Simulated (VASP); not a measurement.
These are vdW-DF2, VASP's PBE PAW potentials (set 64) (plane waves; VASP 6.6.1) values and carry that method's errors.

VASP input:

POSCAR:
```
CsSnI3
1
    6.3818417205     0.0000000000     0.0000000000
    0.0000000000     6.3818417205     0.0000000000
    0.0000000000     0.0000000000     6.3818417205
Cs Sn I
1 1 3
Direct
  0.0000000000   0.0000000000   0.0000000000
  0.5000000000   0.5000000000   0.5000000000
  0.5000000000   0.0000000000   0.5000000000
  0.0000000000   0.5000000000   0.5000000000
  0.5000000000   0.5000000000   0.0000000000
```

File KPOINTS:
```
k-points along high-symmetry lines
15
Line-mode
Reciprocal
  0.000000   0.000000   0.000000 ! GAMMA
  0.000000   0.500000   0.000000 ! X

  0.000000   0.500000   0.000000 ! X
  0.500000   0.500000   0.000000 ! M

  0.500000   0.500000   0.000000 ! M
  0.000000   0.000000   0.000000 ! GAMMA

  0.000000   0.000000   0.000000 ! GAMMA
  0.500000   0.500000   0.500000 ! R

  0.500000   0.500000   0.500000 ! R
  0.000000   0.500000   0.000000 ! X

  0.500000   0.500000   0.500000 ! R
  0.500000   0.500000   0.000000 ! M
```

INCAR:
```
SYSTEM = CsSnI3
PREC = Accurate
ENCUT = 520
EDIFF = 1E-7
NELM = 100
ALGO = Normal
LREAL = .FALSE.
LASPH = .TRUE.
ISMEAR = 0
SIGMA = 0.05
GGA = ML
ZAB_VDW = -1.8867
LUSE_VDW = .TRUE.
AGGAC = 0.0
LMAXMIX = 4
LWAVE = .FALSE.
LCHARG = .FALSE.
LORBIT = 11
ICHARG = 11
```

POTCAR, in this order: Cs_sv Sn_d I (PBE.64 set). Program: vasp_std. Read from the step before: CHGCAR.

Output of the run:

OUTCAR:
```
 ion  position               nearest neighbor table
   1  0.000  0.000  0.000-
   2  0.500  0.500  0.500-   3 3.19   4 3.19   5 3.19   5 3.19   3 3.19   4 3.19
   3  0.500  0.000  0.500-   2 3.19   2 3.19
   4  0.000  0.500  0.500-   2 3.19   2 3.19
   5  0.500  0.500  0.000-   2 3.19   2 3.19
  LATTYP: Found a simple cubic cell.
 ALAT       =     6.3818417205
 Subroutine PRICEL returns:
 Original cell was already a primitive cell.
 Subroutine GETGRP returns: Found 48 space group operations
The static configuration has the point symmetry O_h .
The dynamic configuration has the point symmetry O_h .
 Subroutine INISYM returns: Found 48 space group operations
   k-points           NKPTS =     90   k-points in BZ     NKDIM =     90   number of bands    NBANDS=     26
   number of dos      NEDOS =    301   number of ions     NIONS =      5
   total plane-waves  NPLWV = 110592
   dimension x,y,z NGX =    48 NGY =   48 NGZ =   48
   dimension x,y,z NGXF=    96 NGYF=   96 NGZF=   96
   ions per type =               1   1   3
   PREC   = accura    normal or accurate (medium, high low for compatibility)
   ISTART =      0    job   : 0-new  1-cont  2-samecut
   ICHARG =     11    charge: 1-file 2-atom 10-const
   ISPIN  =      1    spin polarized calculation?
   LNONCOLLINEAR =      F non collinear calculations
   LSORBIT =      F    spin-orbit coupling
   INIWAV =      1    electr: 0-lowe 1-rand  2-diag
   ENCUT  =  520.0 eV  38.22 Ry    6.18 a.u.  11.87 11.87 11.87*2*pi/ulx,y,z
   NELM   =    100;   NELMIN=  2; NELMDL= -5     # of ELM steps
   EDIFF  = 0.1E-06   stopping-criterion for ELM
   LREAL  =      F    real-space projection
   NLSPLINE    = F    spline interpolate recip. space projectors
   LMAXMIX     =    4 max onsite mixed and CHGCAR
   VOSKOWN=      0    Vosko Wilk Nusair interpolation
   EDIFFG = 0.1E-05   stopping-criterion for IOM
   NSW    =      0    number of steps for IOM
   NBLOCK =      1;   KBLOCK =      1    inner block; outer block
   IBRION =     -1    ionic relax: 0-MD 1-quasi-New 2-CG
   NFREE  =      0    steps in history (QN), initial steepest desc. (CG)
   ISIF   =      2    stress and relaxation
...
```

OSZICAR:
```
       N       E                     dE             d eps       ncg     rms          rms(c)
DAV:   1     0.358300824698E+03    0.35830E+03   -0.18143E+04  4688   0.151E+03
DAV:   2     0.426802715586E+02   -0.31562E+03   -0.30905E+03  5700   0.297E+02
DAV:   3     0.109710455913E+00   -0.42571E+02   -0.41730E+02  5666   0.120E+02
DAV:   4    -0.165619303743E+01   -0.17659E+01   -0.17564E+01  5654   0.281E+01
DAV:   5    -0.171200283790E+01   -0.55810E-01   -0.55785E-01  7208   0.501E+00
DAV:   6    -0.171248972471E+01   -0.48689E-03   -0.48685E-03  5856   0.420E-01
DAV:   7    -0.171251387077E+01   -0.24146E-04   -0.24146E-04  7260   0.838E-02
DAV:   8    -0.171251406332E+01   -0.19255E-06   -0.19254E-06  5876   0.755E-03
DAV:   9    -0.171251406866E+01   -0.53451E-08   -0.53097E-08  4316   0.143E-03
   1 F= -.17125141E+01 E0= -.17125141E+01  d E =-.784836E-13
```

### OUTCAR
```
 val. band max:        1.6751292935   @ k =   0.5000   0.5000   0.5000

 cond. band min:       2.4810139788   @ k =   0.5000   0.5000   0.5000



 k-point     1 :       0.0000    0.0000    0.0000
  band No.  band energies     occupation
      1     -20.1736      2.00000
      2     -20.1736      2.00000
      3     -20.1524      2.00000
      4     -20.1524      2.00000
      5     -20.1524      2.00000
      6     -20.1322      2.00000
      7     -10.7953      2.00000
      8     -10.2411      2.00000
      9     -10.2411      2.00000
     10      -6.9057      2.00000
     11      -6.9057      2.00000
     12      -6.9057      2.00000
     13      -4.3961      2.00000
     14      -2.0999      2.00000
     15      -2.0999      2.00000
     16      -2.0999      2.00000
     17       0.0186      2.00000
     18       0.0186      2.00000
     19       0.0186      2.00000
     20       0.1374      2.00000
     21       0.1374      2.00000
     22       0.1374      2.00000
     23       3.9682      0.00000
     24       5.0866      0.00000
     25       5.0866      0.00000
     26       5.6960      0.00000

 k-point     2 :       0.0000    0.0357    0.0000
  band No.  band energies     occupation
      1     -20.1736      2.00000
      2     -20.1736      2.00000
      3     -20.1524      2.00000
      4     -20.1524      2.00000
      5     -20.1524      2.00000
      6     -20.1322      2.00000
      7     -10.7939      2.00000
      8     -10.2426      2.00000
      9     -10.2411      2.00000
     10      -6.9056      2.00000
     11      -6.9056      2.00000
     12      -6.9055      2.00000
     13      -4.4080      2.00000
     14      -2.0987      2.00000
     15      -2.0987      2.00000
     16      -2.0777      2.00000
     17       0.0166      2.00000
     18       0.0167      2.00000
     19       0.0167      2.00000
     20       0.1349      2.00000
     21       0.1354      2.00000
     22       0.1354      2.00000
     23       3.9809      0.00000
...
```

The density is held fixed in this step, so its total energy and stress have no physical meaning. Unless said otherwise, spin-orbit coupling is left out, though it shifts the bands of the heavy elements here.

The compound is CsSnI3 in the cubic perovskite structure, the ideal cubic form; the compound distorts at low or room temperature. It was relaxed first, which changed the volume by +8 %.
